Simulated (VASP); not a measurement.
# Ge3P4 (Immm) in VASP: relaxation of cell and atoms with PBE

Aim: the relaxation of cell and atoms of Ge3P4 with PBE.

Program: VASP 6.6.1. These are calculated values, not measurements. Logs are shortened: lines on timing, memory, paths and dates and some standing lists are left out, and cuts for length are marked.

## 1. The structure

It takes space group Immm (No. 71, orthorhombic). Conventional cell: a = 3.741 Å, b = 4.018 Å, c = 16.919 Å, α = 90.00°, β = 90.00°, γ = 90.00°. Ge (site symmetry mm2) has 7 P at 2.87 to 3.09 Å as nearest neighbours. Ge (site symmetry mmm) is surrounded by 12 P at 2.95 to 3.00 Å. Around P (site symmetry mm2) lie 2 P at 2.19 Å. P (site symmetry mm2) has 3 P at 2.18 to 2.19 Å as nearest neighbours.

The cell was built by a generator and needn't be a form met in nature.

## 2. Relaxation of cell and atoms, PBE

The input, INCAR:

```
SYSTEM = Ge3P4
PREC = Normal
ENCUT = 520
EDIFF = 1E-4
ISMEAR = 0
SIGMA = 0.15
LREAL = .FALSE.
LASPH = .TRUE.
NELM = 60
ALGO = Fast
ISIF = 3
LWAVE = .FALSE.
LCHARG = .FALSE.
GGA = PE
IBRION = 2
NSW = 24
EDIFFG = -0.08
```

The input, KPOINTS:

```
Automatic mesh
0
G
  5 5 5
  0 0 0
```

The input, POSCAR:

```
Ge3P4
1.0
   -1.8707346800      2.0091200900      8.4592823500
    1.8707346800     -2.0091200900      8.4592823500
    1.8707346800      2.0091200900     -8.4592823500
Ge P
3 4
Direct
    0.6854021400      0.1854021400      0.5000000000
    0.3145978600      0.8145978600      0.5000000000
    0.5000000000      0.5000000000      0.0000000000
    0.8682165100      0.3682165100      0.5000000000
    0.1317834900      0.6317834900      0.5000000000
    0.9356744800      0.9356744800      0.0000000000
    0.0643255200      0.0643255200      0.0000000000
```

Potentials or basis: VASP PAW PBE potentials, release 64 (Ge_d, P).

The run is started by

```sh
cat potpaw_PBE.64/Ge_d/POTCAR potpaw_PBE.64/P/POTCAR > POTCAR
mpirun -np 1 vasp_std > vasp.out
```

OUTCAR:

```text
SYSTEM = Ge3P4
   PREC = Normal
   ENCUT = 520
   EDIFF = 1E-4
   ISMEAR = 0
   LREAL = .FALSE.
   LASPH = .TRUE.
   NELM = 60
   ISIF = 3
   GGA = PE
   IBRION = 2
   NSW = 24
   EDIFFG = -0.08

 ion  position               nearest neighbor table
   1  0.685  0.185  0.500-   7 2.87   7 2.87   5 2.89   5 2.89   5 2.89   5 2.89
   2  0.315  0.815  0.500-   6 2.87   6 2.87   4 2.89   4 2.89   4 2.89   4 2.89
   3  0.500  0.500  0.000-
   4  0.868  0.368  0.500-   6 2.19   6 2.19   2 2.89   2 2.89   2 2.89   2 2.89
   5  0.132  0.632  0.500-   7 2.19   7 2.19   1 2.89   1 2.89   1 2.89   1 2.89
   6  0.936  0.936  0.000-   7 2.18   4 2.19   4 2.19   2 2.87   2 2.87
   7  0.064  0.064  0.000-   6 2.18   5 2.19   5 2.19   1 2.87   1 2.87

  LATTYP: Found a body centered orthorhombic cell.
 ALAT       =     3.7414693600
 B/A-ratio  =     1.0739738304
 C/A-ratio  =     4.5219038490

  Lattice vectors:

 A1 = (  -1.8707346800,   2.0091200900,   8.4592823500)
 A2 = (   1.8707346800,  -2.0091200900,   8.4592823500)
 A3 = (   1.8707346800,   2.0091200900,  -8.4592823500)

Analysis of symmetry for initial positions (statically):
=====================================================================
 Subroutine PRICEL returns:
 Original cell was already a primitive cell.

 Routine SETGRP: Setting up the symmetry group for a
 body centered orthorhombic supercell.

 Subroutine GETGRP returns: Found  8 space group operations
 (whereof  8 operations were pure point group operations)
 out of a pool of  8 trial point group operations.

The static configuration has the point symmetry D_2h.

Analysis of symmetry for dynamics (positions and initial velocities):
=====================================================================
 Subroutine PRICEL returns:
 Original cell was already a primitive cell.

 Routine SETGRP: Setting up the symmetry group for a
 body centered orthorhombic supercell.

 Subroutine GETGRP returns: Found  8 space group operations
 (whereof  8 operations were pure point group operations)
 out of a pool of  8 trial point group operations.

The dynamic configuration has the point symmetry D_2h.

 Subroutine INISYM returns: Found  8 space group operations
 (whereof  8 operations are pure point group operations),
 and found     1 'primitive' translations

----------------------------------------------------------------------------------------

                                     Primitive cell

  volume of cell :     127.1779

  direct lattice vectors                    reciprocal lattice vectors
    -1.870734680  2.009120090  8.459282350     0.000000000  0.248865164  0.059106669
     1.870734680 -2.009120090  8.459282350     0.267274673  0.000000000  0.059106669
     1.870734680  2.009120090 -8.459282350     0.267274673  0.248865164  0.000000000

  length of vectors
     8.893574628  8.893574628  8.893574628     0.255787936  0.273732258  0.365198057

  position of ions in fractional coordinates (direct lattice)
     0.685402140  0.185402140  0.500000000
     0.314597860  0.814597860  0.500000000
     0.500000000  0.500000000  0.000000000
     0.868216510  0.368216510  0.500000000
     0.131783490  0.631783490  0.500000000
     0.935674480  0.935674480  0.000000000
     0.064325520  0.064325520  0.000000000

  ion indices of the primitive-cell ions
   primitive index   ion index
                 1           1
                 2           2
                 3           3
                 4           4
                 5           5
                 6           6
                 7           7

----------------------------------------------------------------------------------------

 KPOINTS: Automatic mesh

Automatic generation of k-mesh.
 Grid dimensions read from file:
 generate k-points for:    5    5    5

 Generating k-lattice:

  Cartesian coordinates                     Fractional coordinates (reciprocal lattice)
     0.000000000  0.049773033  0.011821334     0.200000000  0.000000000 -0.000000000
     0.053454935  0.000000000  0.011821334     0.000000000  0.200000000 -0.000000000
     0.053454935  0.049773033  0.000000000     0.000000000  0.000000000  0.200000000

  Length of vectors
     0.051157587  0.054746452  0.073039611

  Shift w.r.t. Gamma in fractional coordinates (k-lattice)
     0.000000000  0.000000000  0.000000000

 Subroutine IBZKPT returns following result:
 ===========================================

 Found     27 irreducible k-points:

 Following reciprocal coordinates:
            Coordinates               Weight
  0.000000  0.000000  0.000000      1.000000
  0.200000  0.000000 -0.000000      4.000000
  0.400000  0.000000 -0.000000      4.000000
  0.000000  0.200000 -0.000000      4.000000
  0.200000  0.200000 -0.000000      8.000000
  0.400000  0.200000 -0.000000      8.000000
[... 16 lines left out ...]
 -0.400000 -0.200000  0.200000      4.000000
 -0.200000 -0.200000  0.200000      2.000000
 [... further k-points ...]
   k-points           NKPTS =     27   k-points in BZ     NKDIM =     27   number of bands    NBANDS=     37
   number of dos      NEDOS =    301   number of ions     NIONS =      7
   total plane-waves  NPLWV = 125000
   dimension x,y,z NGX =    50 NGY =   50 NGZ =   50
   dimension x,y,z NGXF=   100 NGYF=  100 NGZF=  100
   ions per type =               3   4
   NGX,Y,Z   is equivalent  to a cutoff of   9.35,  9.35,  9.35 a.u.
   NGXF,Y,Z  is equivalent  to a cutoff of  18.69, 18.69, 18.69 a.u.
 SYSTEM =  Ge3P4
   PREC   = normal    normal or accurate (medium, high low for compatibility)
   ISTART =      0    job   : 0-new  1-cont  2-samecut
   ICHARG =      2    charge: 1-file 2-atom 10-const
   ISPIN  =      1    spin polarized calculation?
   LNONCOLLINEAR =      F non collinear calculations
   LSORBIT =      F    spin-orbit coupling
   LASPH  =      T    aspherical Exc in radial PAW
   ENCUT  =  520.0 eV  38.22 Ry    6.18 a.u.  16.54 16.54 16.54*2*pi/ulx,y,z
   NELM   =     60;   NELMIN=  2; NELMDL= -5     # of ELM steps
   EDIFF  = 0.1E-03   stopping-criterion for ELM
   LREAL  =      F    real-space projection
   EDIFFG = -.8E-01   stopping-criterion for IOM
   NSW    =     24    number of steps for IOM
   IBRION =      2    ionic relax: 0-MD 1-quasi-New 2-CG
   NFREE  =      1    steps in history (QN), initial steepest desc. (CG)
   ISIF   =      3    stress and relaxation
   ISYM   =      2    0-nonsym 1-usesym 2-fastsym
   POTIM  = 0.5000    time-step for ionic-motion
   TEBEG  =    0.0;   TEEND  =   0.0 temperature during run
   PSTRESS=    0.0 pullay stress
   NELECT =      62.0000    total number of electrons
   NUPDOWN=      -1.0000    fix difference up-down
   EMIN   =  10.00;   EMAX   =-10.00  energy-range for DOS
   EFERMI =   0.00;   METHOD = LEGACY
   ISMEAR =     0;   SIGMA  =   0.15  broadening in eV -4-tet -1-fermi 0-gaus
   EFERMI_NEDOS =   21; number of points for ismear=-14 and -15
   IALGO  =     68    algorithm
   IMIX   =      4    mixing-type and parameters
     AMIX     =   0.40;   BMIX     =  1.00
     AMIX_MAG =   1.60;   BMIX_MAG =  1.00
  volume/ion in A,a.u.               =      18.17       122.61
  Fermi-wavevector in a.u.,A,eV,Ry     =   1.288452  2.434821 22.587143  1.660108
  Thomas-Fermi vector in A             =   2.420405
   LORBIT       =      0    0 simple, 1 ext, 2 COOP (PROOUT), +10 PAW based schemes
   GGA     = PE    functional components
   LHFCALC =     F    Hartree Fock is set to
   AEXX    =    0.0000 exact exchange contribution
   IVDW    =     0    specifies the selected vdW correction
   LEPSILON=     F    determine dielectric tensor
   LRPA    =     F    only Hartree local field effects (RPA)
 conjugate gradient relaxation of ions
 non-spin polarized calculation
 RMM-DIIS sequential band-by-band and
 Gauss-broadening in eV      SIGMA  =   0.15
  energy-cutoff  :      520.00
  volume of cell :      127.18
 maximum number of plane-waves:      3446
   NGX = 33   NGY = 33   NGZ = 33

--------------------------------------- Ionic step        1  -------------------------------------------

 number of electron      61.9999920 magnetization

 Free energy of the ion-electron system (eV)
  ---------------------------------------------------
  ext. energy  EPLUGINS =         0.00000000
  ---------------------------------------------------
  free energy    TOTEN  =       -30.44939663 eV

  energy without entropy =      -30.40199562  energy(sigma->0) =      -30.42569612

------------------------ aborting loop because EDIFF is reached ----------------------------------------

  FORCE on cell =-STRESS in cart. coord.  units (eV):
  Direction    XX          YY          ZZ          XY          YZ          ZX
  --------------------------------------------------------------------------------------
  -------------------------------------------------------------------------------------
  Total        7.7723076     -1.9700461      4.4761679      0.0000000      0.0000000      0.0000000
  in kB       97.9149390    -24.8184911     56.3904218      0.0000000      0.0000000      0.0000000
  external PRESSURE =      43.1622899 kB  Pullay stress =       0.0000000 kB
[... 104 lines left out ...]
  FREE ENERGIE OF THE ION-ELECTRON SYSTEM (eV)
  ---------------------------------------------------
  free  energy   TOTEN  =       -30.9552120614 eV

  energy  without entropy=      -30.9048484271  energy(sigma->0) =      -30.93003024

[... ionic steps 4 to 21 ...]

--------------------------------------- Ionic step       22  -------------------------------------------

 number of electron      62.0000112 magnetization

------------------------ aborting loop because EDIFF is reached ----------------------------------------

  FORCE on cell =-STRESS in cart. coord.  units (eV):
  Direction    XX          YY          ZZ          XY          YZ          ZX
  --------------------------------------------------------------------------------------
  -------------------------------------------------------------------------------------
  Total        1.1068701     -0.4277952      0.4118386     -0.0000000      0.0000000      0.0000000
  in kB       14.4225356     -5.5741788      5.3662639     -0.0000000      0.0000000      0.0000000
  external PRESSURE =       4.7382069 kB  Pullay stress =       0.0000000 kB
[... 67 lines left out ...]
  energy  without entropy=      -31.6052848132  energy(sigma->0) =      -31.61710172

--------------------------------------- Ionic step       24  -------------------------------------------

 number of electron      62.0000090 magnetization

 Free energy of the ion-electron system (eV)
  ---------------------------------------------------
  ext. energy  EPLUGINS =         0.00000000
  ---------------------------------------------------
  free energy    TOTEN  =       -31.63226636 eV

  energy without entropy =      -31.60920480  energy(sigma->0) =      -31.62073558

 E-fermi :   7.4185     XC(G=0): -11.0100

 val. band max:        7.4052128004   @ k =   0.2000   0.2000  -0.0000
 cond. band min:       7.4744049687   @ k =   0.2000  -0.2000   0.2000
 fundamental gap:      0.0691921683
 Fermi energy:         7.4185394376

 k-point     1 :       0.0000    0.0000    0.0000
  band No.  band energies     occupation
      1     -17.5540      2.00000
      2     -17.5530      2.00000
      3     -17.5441      2.00000
      4     -17.5330      2.00000
      5     -17.5327      2.00000
      6     -17.3810      2.00000
[... 949 lines left out ...]
     36      10.4950      0.00000
     37      10.6239      0.00000

 [... further k-points ...]

------------------------ aborting loop because EDIFF is reached ----------------------------------------

  FORCE on cell =-STRESS in cart. coord.  units (eV):
  Direction    XX          YY          ZZ          XY          YZ          ZX
  --------------------------------------------------------------------------------------
  -------------------------------------------------------------------------------------
  Total        0.4255770     -0.1528772      0.2292708      0.0000000      0.0000000      0.0000000
  in kB        5.5588237     -1.9968591      2.9947009      0.0000000      0.0000000      0.0000000
  external PRESSURE =       2.1855552 kB  Pullay stress =       0.0000000 kB
[... 22 lines left out ...]
  FREE ENERGIE OF THE ION-ELECTRON SYSTEM (eV)
  ---------------------------------------------------
  free  energy   TOTEN  =       -31.6322663637 eV

  energy  without entropy=      -31.6092048009  energy(sigma->0) =      -31.62073558

 reached required accuracy - stopping structural energy minimisation
```

It took 42 min on 1 thread of Intel Xeon Platinum 8488C (Sapphire Rapids), shared host; peak memory 0.45 GiB.

What came out:

```yaml
Free_energy: -31.6323 eV
Relaxed_volume: 17.52 Å³/atom
Relaxed_cell: a = 9.193 Å, b = 9.193 Å, c = 9.193 Å, α = 153.95°, β = 158.91°, γ = 33.75°
Space_group_after_relaxing_to_0.05_Å: Immm (No. 71)
Energy_gained_by_relaxing: 169.0 meV/atom
Ionic_steps: 24
Pressure_after_relaxing: 0.2 GPa
Largest_force_after_relaxing: 0.025 eV/Å
Band_gap_on_the_k_mesh: none (metal or under the smearing width)
```

Forces in eV/Å, atoms in the order of the input:
```
Ge   0.000  0.000 -0.025
Ge   0.000  0.000  0.025
Ge   0.000  0.000  0.000
P    0.000  0.000  0.025
P    0.000  0.000 -0.025
P    0.000  0.000  0.007
P    0.000  0.000 -0.007
```

The path:
```tsv
step	energy change (eV)	largest force (eV/Å)	pressure (GPa)	volume (Å³)
1	0.0000	1.2452	4.32	127.18
2	-0.4744	0.5223	-1.57	136.25
3	-0.5058	0.4845	-3.12	138.94
4	-0.7642	0.3947	-2.33	134.15
5	-1.0466	0.4066	-0.97	126.09
6	-0.6887	0.9738	9.11	108.94
7	-1.0824	0.3290	1.15	118.57
8	-1.1177	0.3213	0.89	121.76
9	-1.1280	0.1217	-1.22	123.50
10	-1.1292	0.1826	-0.72	122.95
11	-1.1480	0.1001	-0.66	122.08
12	-1.1561	0.0984	-0.11	120.88
13	-1.1559	0.1064	1.28	120.77
14	-1.1561	0.1117	0.36	120.84
15	-1.1641	0.1194	0.28	121.82
16	-1.1654	0.1228	-0.45	122.16
17	-1.1674	0.1073	0.36	121.77
18	-1.1674	0.1154	0.49	121.80
19	-1.1693	0.1021	0.22	121.88
20	-1.1724	0.0946	0.62	122.04
21	-1.1771	0.0614	0.43	122.34
22	-1.1790	0.0241	0.47	122.96
23	-1.1795	0.0264	-0.05	122.67
24	-1.1829	0.0253	0.22	122.66
```

Final structure:
```xyz
7
Lattice="-2.0717 1.6825 8.7975 2.0717 -1.6825 8.7975 2.0717 1.6825 -8.7975" Properties=species:S:1:pos:R:3 pbc="T T T"
Ge    0.0000    1.6825    3.5078
Ge    2.0717    0.0000    5.2896
Ge    0.0000    0.0000    8.7975
P     0.0000    1.6825    6.3077
P     2.0717    0.0000    2.4897
P     0.0000    0.0000   16.2726
P     0.0000    0.0000    1.3223
```

Levels at points of the mesh, in eV from the Fermi level:
```
           k point  band 28  band 29  band 30  band 31  band 32  band 33  band 34  band 35
(0.00, 0.00, 0.00)    -1.86    -1.31    -1.03     0.51     0.98     1.56     2.21     2.24
```

Caveat: the k mesh is coarse (spacing up to 0.46 Å⁻¹), so the values aren't converged; the relaxation stopped at a loose force limit of 0.08 eV/Å, so its end isn't a converged minimum.
